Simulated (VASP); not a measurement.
Shape and ions are relaxed at each volume.

Energy against volume of In (bct). Method: optB88-vdW, VASP's PBE PAW potentials (set 64) (plane waves; VASP).

```tsv
V (Å³/atom)	E (eV/atom)
25.801	0.65941
26.624	0.64938
27.447	0.64587
28.271	0.64783
29.094	0.65439
```

### Question
Fit a third-order Birch-Murnaghan equation of state.

### Answer

```json
{
 "volume_per_atom": "27.54 Å³/atom",
 "bulk_modulus": "34.8 GPa",
 "pressure_derivative_of_the_bulk_modulus": "4.82"
}
```

Measured: bulk modulus 44.7 GPa at 0 K (computed value off by -22.1 %), as given by K. Lejaeghere et al., Critical reviews in solid state and materials sciences/CRC critical reviews in solid state and materials sciences (2013), arXiv:1204.2733 [extrapolated to 0 K and zero-point effects removed (source: thermally corrected experimental values)].

The compound is In in the bct structure. It was relaxed first, which changed the volume by +5 %.
